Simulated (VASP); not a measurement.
All values below come from AM05 GGA, VASP's PBE PAW potentials (set 64) (plane waves; VASP 6.6.1).

VASP input:

POSCAR:
```
PbO
5.3155940
  0.7526305840   0.0000000000   0.0000000000
  0.0000000000   0.7526305840   0.0000000000
  0.0000000000   0.0000000000   0.9999999195
Pb O
2 2
Cart
  0.3763152920   0.7526305840   0.7774163130
  0.0000000000   0.3763152920   0.2225836065
  0.3763152920   0.3763152920   0.0000000000
  0.0000000000   0.0000000000   0.0000000000
```

**INCAR**
```
ALGO = Normal
EDIFF = 1E-7
ENCUT = 520
GGA = AM
ISIF = 2
ISMEAR = -5
LASPH = T
LCHARG = T
LEFG = T
LMAXMIX = 4
LORBIT = 11
LREAL = F
LWAVE = F
NEDOS = 601
NELM = 100
PREC = Accurate
SYSTEM = PbO
```

**KPOINTS**
```
Automatic mesh
0
Gamma
6 6 5
0 0 0
```

POTCAR, in this order: Pb_d O (PBE.64 set). Program: vasp_std.

Without a dispersion term in the relaxation, distances and binding between the weakly bound layers, chains or molecules are unreliable, and so is what depends on them. Unless said otherwise, spin-orbit coupling is left out, though it shifts the bands of the heavy elements here.

Question: Estimate the energy per atom (σ→0), band gap (on the k-mesh).

Answer: 
| Quantity | Result |
|---|---|
| energy per atom (σ→0) | -5.490 eV/atom |
| band gap (on the k-mesh) | 1.57 eV |

### OSZICAR
```
...
DAV:  12    -0.219604117260E+02    0.10444E-03   -0.41892E-04  2080   0.223E-01    0.686E-02
DAV:  13    -0.219603839215E+02    0.27805E-04   -0.69075E-04  2264   0.239E-01    0.220E-02
DAV:  14    -0.219603782255E+02    0.56959E-05   -0.99984E-05  2200   0.100E-01    0.478E-03
DAV:  15    -0.219603791257E+02   -0.90012E-06   -0.52981E-06  1736   0.201E-02    0.253E-03
DAV:  16    -0.219603797349E+02   -0.60925E-06   -0.10289E-06  2080   0.117E-02    0.153E-03
DAV:  17    -0.219603796218E+02    0.11309E-06   -0.22523E-07  1296   0.543E-03    0.204E-04
DAV:  18    -0.219603796203E+02    0.14770E-08   -0.18699E-08   896   0.171E-03
   1 F= -.21960380E+02 E0= -.21960380E+02  d E =0.000000E+00
```

The compound is PbO in the litharge structure. It was relaxed first, which changed the volume by +7 %.
